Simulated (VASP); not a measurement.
Output of a VASP run:

File OSZICAR:
```
       N       E                     dE             d eps       ncg     rms          rms(c)
DAV:   1     0.788564444858E+01    0.78856E+01   -0.39822E+03  2144   0.843E+02
DAV:   2    -0.141142603504E+02   -0.22000E+02   -0.21439E+02  2944   0.112E+02
DAV:   3    -0.144180306728E+02   -0.30377E+00   -0.30367E+00  2648   0.152E+01
DAV:   4    -0.144186233247E+02   -0.59265E-03   -0.59613E-03  3096   0.581E-01
DAV:   5    -0.144186235705E+02   -0.24582E-06   -0.27138E-06  2672   0.992E-03    0.525E+00
DAV:   6    -0.130446599805E+02    0.13740E+01   -0.22929E+00  2216   0.832E+00    0.258E+00
DAV:   7    -0.128086046725E+02    0.23606E+00   -0.13310E+00  2432   0.626E+00    0.760E-01
DAV:   8    -0.128075845652E+02    0.10201E-02   -0.11876E-01  2208   0.222E+00    0.420E-01
DAV:   9    -0.128011731158E+02    0.64114E-02   -0.25725E-02  2256   0.923E-01    0.638E-02
DAV:  10    -0.128013266752E+02   -0.15356E-03   -0.10581E-03  2976   0.227E-01    0.237E-02
DAV:  11    -0.128012708796E+02    0.55796E-04   -0.48682E-05  2288   0.534E-02    0.308E-03
DAV:  12    -0.128012854443E+02   -0.14565E-04   -0.31348E-06  2544   0.111E-02    0.105E-03
DAV:  13    -0.128012835125E+02    0.19318E-05   -0.99648E-08  2296   0.284E-03    0.297E-04
DAV:  14    -0.128012823516E+02    0.11609E-05   -0.19490E-08  1368   0.865E-04    0.760E-05
DAV:  15    -0.128012822447E+02    0.10693E-06   -0.84701E-10  1184   0.262E-04    0.973E-06
DAV:  16    -0.128012822154E+02    0.29316E-07   -0.75981E-11  1200   0.742E-05
   1 F= -.12801282E+02 E0= -.12801282E+02  d E =0.000000E+00
```

File OUTCAR:
```
------------------------ aborting loop because EDIFF is reached ----------------------------------------
  FORCE on cell =-STRESS in cart. coord.  units (eV):
  Direction    XX          YY          ZZ          XY          YZ          ZX
  --------------------------------------------------------------------------------------
  Total       -0.1918381     -0.1918380      0.3215750     -0.0000000      0.0000000     -0.0000000
  in kB      -10.7467401    -10.7467361     18.0145809     -0.0000000      0.0000000     -0.0000000
  external PRESSURE =      -1.1596318 kB  Pullay stress =       0.0000000 kB
  volume of cell :       28.60
      direct lattice vectors                 reciprocal lattice vectors
     1.540299909 -2.667877208  0.000000000     0.324612108 -0.187414922  0.000000000
     1.540299909  2.667877208  0.000000000     0.324612108  0.187414922  0.000000000
     0.000000000  0.000000000  3.479906118     0.000000000  0.000000000  0.287364074
 POSITION                                       TOTAL-FORCE (eV/Angst)
 -----------------------------------------------------------------------------------
      0.00000      0.00000      0.00000        -0.000000      0.000000      0.000000
      1.54030      0.88929      1.73995         0.000000     -0.000000      0.000000
      1.54030     -0.88929      1.73995        -0.000000      0.000000      0.000000
 -----------------------------------------------------------------------------------
    total drift:                                0.000000     -0.000000      0.000000
  FREE ENERGIE OF THE ION-ELECTRON SYSTEM (eV)
  ---------------------------------------------------
  free  energy   TOTEN  =       -12.8012822154 eV

  energy  without entropy=      -12.8012822154  energy(sigma->0) =      -12.80128222

 total charge

# of ion       s       p       d       tot
------------------------------------------
    1        0.158   0.180   0.059   0.397
    2        0.688   1.243   0.000   1.930
    3        0.688   1.243   0.000   1.930
--------------------------------------------------
tot          1.533   2.666   0.059   4.258

 Electric field gradients after diagonalization (V/A^2)
 (convention: |V_zz| > |V_xx| > |V_yy|)
----------------------------------------------------------------------
 ion       V_xx      V_yy      V_zz     asymmetry (V_yy - V_xx)/ V_zz
----------------------------------------------------------------------
   1       0.185     0.185    -0.370       0.000
   2      -9.979    -9.979    19.958       0.000
   3      -9.979    -9.979    19.958       0.000
```
(Selected blocks of OUTCAR.)

File POSCAR:
```
MgB2
1
    1.5402999089    -2.6678772080    -0.0000000000
    1.5402999089     2.6678772080     0.0000000000
    0.0000000000    -0.0000000000     3.4799061177
Mg B
1 2
Direct
  0.0000000000   0.0000000000   1.0000000000
  0.3333330000   0.6666670000   0.5000000000
  0.6666670000   0.3333330000   0.5000000000
```

### Question
Write an INCAR and KPOINTS that could have produced this output.

### Answer
This is not unique; one that fits is the input of the run itself, optB86b-vdW, plane waves, VASP's PBE PAW potentials (set 64).

### KPOINTS
```
kpoints
0
G
13 13 10
0 0 0
```

### INCAR
```
ISIF = 2
LEFG = .TRUE.
EDIFF = 1E-7
LCHARG = .TRUE.
PARAM1 = 0.1234
GGA = MK
LUSE_VDW = .TRUE.
ALGO = Normal   ! blocked Davidson
PREC = Accurate
PARAM2 = 1.0
NEDOS = 601   ! DOS grid
ISMEAR = -5   ! tetrahedra, Bloechl
AGGAC = 0.0
LASPH = .TRUE.   ! aspherical one-centre terms
ENCUT = 520   ! plane-wave cut-off (eV)
LWAVE = .FALSE.
LREAL = .FALSE.
NELM = 100
SYSTEM = MgB2
LORBIT = 11   ! lm-projected
```

POTCAR, in this order: Mg B (PBE.64 set). Program: vasp_std.

For a metal the tetrahedron method with Blöchl corrections gives inexact stress and forces.

The compound is MgB2 in the AlB2 type structure. It was relaxed first.
